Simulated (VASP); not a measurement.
Energy against volume of CaO (rock salt). Computed with vdW-DF2, VASP's PBE PAW potentials (set 64) (plane waves; VASP). Run with 520 eV cut-off, 9×9×9 Γ-centred mesh, Gaussian smearing of 0.050 eV, potentials Ca_sv O.

| V (Å³/atom) | E (eV/atom) |
|---|---|
| 13.724 | -4.57804 |
| 14.162 | -4.59298 |
| 14.600 | -4.59787 |
| 15.038 | -4.59420 |

Problem. Fit these four points and predict the energy of the run at 15.476 Å³/atom.

Solution. A cubic in V^(−2/3), the third-order Birch-Murnaghan form, passes through the four points with V0 = 14.62 Å³/atom and B0 = 104 GPa, and gives -4.5832 eV/atom there. The run gave -4.5832 eV/atom, +0.0 meV/atom from the fit; all five points give B0 = 104 GPa.

The compound is CaO in the rock salt structure. It was relaxed first, which changed the volume by +5 %.
